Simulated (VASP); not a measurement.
Method: PBE GGA, VASP's PBE PAW potentials (set 64) (plane waves; VASP 6.6.1).

VASP input:

KPOINTS:
```
K-points
0
gamma
14 14 8
0 0 0
```

File POSCAR:
```
Os
1
    1.3650000000    -2.3642490000     0.0000000000
    1.3650000000     2.3642490000     0.0000000000
    0.0000000000     0.0000000000     4.3200000000
Os
2
Direct
  0.3333330000   0.6666670000   0.2500000000
  0.6666670000   0.3333330000   0.7500000000
```

### INCAR
```
LCHARG=F
LASPH=T
ISIF=3   # ions, shape and volume
GGA=PE   # PBE
SYSTEM=Os
EDIFFG=-0.01   # ionic stop
NSW=60
NELM=100   # most electronic steps
PREC=Accurate
EDIFF=1E-6
LWAVE=F
ISMEAR=1   # Methfessel-Paxton
LREAL=F   # projection in real space or not
ALGO=Normal
ENCUT=520   # plane-wave cut-off (eV)
IBRION=2   # conjugate gradients
LMAXMIX=6   # l cut-off of mixed one-centre charges
SIGMA=0.1
```

POTCAR, in this order: Os (PBE.64 set). Program: vasp_std.

Output

### OSZICAR
```
       N       E                     dE             d eps       ncg     rms          rms(c)
DAV:   1     0.106394314781E+03    0.10639E+03   -0.76552E+03  2880   0.128E+03
DAV:   2    -0.164888925951E+02   -0.12288E+03   -0.11108E+03  3016   0.401E+02
DAV:   3    -0.236883349969E+02   -0.71994E+01   -0.66119E+01  3528   0.791E+01
DAV:   4    -0.238740614262E+02   -0.18573E+00   -0.18397E+00  3004   0.135E+01
DAV:   5    -0.238761148221E+02   -0.20534E-02   -0.20520E-02  3424   0.116E+00    0.235E+01
DAV:   6    -0.228060657052E+02    0.10700E+01   -0.11310E+00  3116   0.987E+00    0.109E+01
DAV:   7    -0.224795026209E+02    0.32656E+00   -0.83156E-01  3284   0.831E+00    0.472E-01
DAV:   8    -0.224736976507E+02    0.58050E-02   -0.76298E-03  2936   0.729E-01    0.286E-01
DAV:   9    -0.224715937557E+02    0.21039E-02   -0.14931E-03  3144   0.468E-01    0.571E-02
DAV:  10    -0.224716335492E+02   -0.39793E-04   -0.65471E-05  3164   0.820E-02    0.103E-02
DAV:  11    -0.224716006761E+02    0.32873E-04   -0.75465E-06  2976   0.329E-02    0.929E-04
DAV:  12    -0.224716000705E+02    0.60570E-06   -0.13069E-07  1516   0.398E-03
   1 F= -.22471600E+02 E0= -.22471174E+02  d E =-.224716E+02
       N       E                     dE             d eps       ncg     rms          rms(c)
DAV:   1    -0.230891746241E+02   -0.61757E+00   -0.24266E+01  2884   0.410E+01    0.101E+01
DAV:   2    -0.222866970180E+02    0.80248E+00   -0.10616E+00  2976   0.102E+01    0.443E+00
DAV:   3    -0.221606142712E+02    0.12608E+00   -0.51697E-01  3836   0.685E+00    0.449E-01
DAV:   4    -0.221638439581E+02   -0.32297E-02   -0.11211E-02  2920   0.793E-01    0.287E-01
DAV:   5    -0.221647313225E+02   -0.88736E-03   -0.94684E-04  3348   0.254E-01    0.483E-02
DAV:   6    -0.221647663411E+02   -0.35019E-04   -0.74043E-05  2940   0.933E-02    0.160E-02
DAV:   7    -0.221647709363E+02   -0.45952E-05   -0.44763E-06  3056   0.198E-02    0.137E-03
DAV:   8    -0.221647707792E+02    0.15713E-06   -0.14347E-07  1492   0.392E-03
   2 F= -.22164771E+02 E0= -.22164234E+02  d E =0.306829E+00
       N       E                     dE             d eps       ncg     rms          rms(c)
DAV:   1    -0.230764267135E+02   -0.91166E+00   -0.16196E+01  2880   0.352E+01    0.938E+00
DAV:   2    -0.225885982282E+02    0.48783E+00   -0.61527E-01  2972   0.857E+00    0.359E+00
DAV:   3    -0.224879513075E+02    0.10065E+00   -0.33534E-01  3684   0.581E+00    0.647E-01
DAV:   4    -0.224914114832E+02   -0.34602E-02   -0.63767E-03  2916   0.589E-01    0.115E-01
DAV:   5    -0.224917575830E+02   -0.34610E-03   -0.17517E-03  3720   0.438E-01    0.451E-02
DAV:   6    -0.224918024332E+02   -0.44850E-04   -0.93135E-05  2916   0.828E-02    0.289E-02
DAV:   7    -0.224918101292E+02   -0.76960E-05   -0.31082E-05  3384   0.715E-02    0.213E-03
DAV:   8    -0.224918102872E+02   -0.15801E-06   -0.87263E-07  1556   0.791E-03
   3 F= -.22491810E+02 E0= -.22491353E+02  d E =-.202102E-01
       N       E                     dE             d eps       ncg     rms          rms(c)
DAV:   1    -0.224919255983E+02   -0.11547E-03   -0.18644E-03  2888   0.369E-01    0.105E-01
DAV:   2    -0.224918663486E+02    0.59250E-04   -0.72541E-05  2956   0.877E-02    0.444E-02
DAV:   3    -0.224918578369E+02    0.85117E-05   -0.37694E-05  3652   0.613E-02    0.441E-03
DAV:   4    -0.224918582032E+02   -0.36630E-06   -0.85112E-07  1488   0.741E-03
   4 F= -.22491858E+02 E0= -.22491402E+02  d E =-.202581E-01
       N       E                     dE             d eps       ncg     rms          rms(c)
DAV:   1    -0.224931752529E+02   -0.13174E-02   -0.11088E-01  2928   0.294E+00    0.177E-01
DAV:   2    -0.224921533707E+02    0.10219E-02   -0.12034E-03  3492   0.460E-01    0.889E-02
DAV:   3    -0.224918378520E+02    0.31552E-03   -0.57355E-04  3208   0.205E-01    0.170E-02
DAV:   4    -0.224918392452E+02   -0.13933E-05   -0.36743E-05  2968   0.800E-02    0.887E-03
DAV:   5    -0.224918387247E+02    0.52056E-06   -0.58651E-07  1592   0.842E-03
   5 F= -.22491839E+02 E0= -.22491371E+02  d E =0.194785E-04
       N       E                     dE             d eps       ncg     rms          rms(c)
DAV:   1    -0.224924709711E+02   -0.63173E-03   -0.28382E-02  2936   0.148E+00    0.902E-02
DAV:   2    -0.224922048062E+02    0.26616E-03   -0.30914E-04  3488   0.233E-01    0.451E-02
DAV:   3    -0.224921232921E+02    0.81514E-04   -0.14634E-04  3192   0.104E-01    0.866E-03
DAV:   4    -0.224921235806E+02   -0.28850E-06   -0.94176E-06  2936   0.405E-02
   6 F= -.22492124E+02 E0= -.22491666E+02  d E =-.265377E-03
```

File OUTCAR:
```
------------------------ aborting loop because EDIFF is reached ----------------------------------------
  FORCE on cell =-STRESS in cart. coord.  units (eV):
  Direction    XX          YY          ZZ          XY          YZ          ZX
  --------------------------------------------------------------------------------------
  Total        0.0001831      0.0001831      0.0035751      0.0000000     -0.0000000      0.0000000
  in kB        0.0102787      0.0102787      0.2006744      0.0000000     -0.0000000      0.0000000
  external PRESSURE =       0.0737439 kB  Pullay stress =       0.0000000 kB
  volume of cell :       28.54
      direct lattice vectors                 reciprocal lattice vectors
     1.377652810 -2.386164300 -0.000000000     0.362936145 -0.209541313  0.000000000
     1.377652810  2.386164300 -0.000000000     0.362936145  0.209541313  0.000000000
    -0.000000000 -0.000000000  4.341526747     0.000000000 -0.000000000  0.230333719
 POSITION                                       TOTAL-FORCE (eV/Angst)
 -----------------------------------------------------------------------------------
      1.37765      0.79539      1.08538        -0.000000     -0.000000      0.000000
      1.37765     -0.79539      3.25615         0.000000      0.000000      0.000000
 -----------------------------------------------------------------------------------
    total drift:                                0.000000      0.000024     -0.000020
  FREE ENERGIE OF THE ION-ELECTRON SYSTEM (eV)
  ---------------------------------------------------
  free  energy   TOTEN  =       -22.4921235806 eV

  energy  without entropy=      -22.4907515381  energy(sigma->0) =      -22.49166623

 reached required accuracy - stopping structural energy minimisation
```
(Selected blocks of OUTCAR.)

**CONTCAR**
```
Os
   1.00000000000000
     1.3776528101559575   -2.3861643002359045   -0.0000000000000000
     1.3776528101559575    2.3861643002359045   -0.0000000000000000
    -0.0000000000000000   -0.0000000000000000    4.3415267474015780
  Os
     2
Direct
     0.3333330000000032    0.6666669999999968    0.2500000000000000
     0.6666669999999968    0.3333330000000032    0.7500000000000000
```

File OUTCAR:
```
 val. band max:        9.1935499042   @ k =   0.0714   0.0714   0.3750

 cond. band min:       9.1975177644   @ k =   0.4286   0.0000   0.3750


 Fermi energy:         9.1937435780

 k-point     1 :       0.0000    0.0000    0.0000
  band No.  band energies     occupation
      1      -1.5956      2.00000
      2       1.5655      2.00000
      3       6.1962      2.00000
      4       6.1962      2.00000
      5       6.4732      2.00000
      6       7.0173      2.00000
      7       7.0173      2.00000
      8       7.6200      2.00000
      9       7.6201      2.00000
     10       9.2206      0.56323
     11      10.7979     -0.00000
     12      10.7979     -0.00000

 k-point     2 :       0.0714    0.0000    0.0000
  band No.  band energies     occupation
      1      -1.3942      2.00000
      2       1.7435      2.00000
      3       5.8094      2.00000
      4       6.3727      2.00000
      5       6.7976      2.00000
      6       6.9104      2.00000
      7       7.1817      2.00000
      8       7.3654      2.00000
      9       7.4789      2.00000
     10       8.3952      2.00000
     11      10.8958     -0.00000
     12      11.9369      0.00000

 k-point     3 :       0.1429   -0.0000    0.0000
  band No.  band energies     occupation
      1      -0.8172      2.00000
      2       2.2145      2.00000
      3       5.2765      2.00000
      4       6.3979      2.00000
      5       6.5738      2.00000
      6       6.8907      2.00000
      7       7.1288      2.00000
      8       7.3389      2.00000
      9       7.6615      2.00000
     10       7.7722      2.00000
     11      11.1228     -0.00000
     12      13.7223      0.00000

 k-point     4 :       0.2143    0.0000    0.0000
  band No.  band energies     occupation
      1       0.0437      2.00000
      2       2.7187      2.00000
      3       4.9126      2.00000
      4       5.2355      2.00000
      5       6.2806      2.00000
      6       6.7010      2.00000
...
```

Energy and stress use the plane-wave basis of the starting cell. Unless said otherwise, spin-orbit coupling is left out, though it shifts the bands of the heavy elements here.

The compound is Os in the hcp structure. This run relaxes it. Symmetry was kept, so distortions that lower it aren't found.
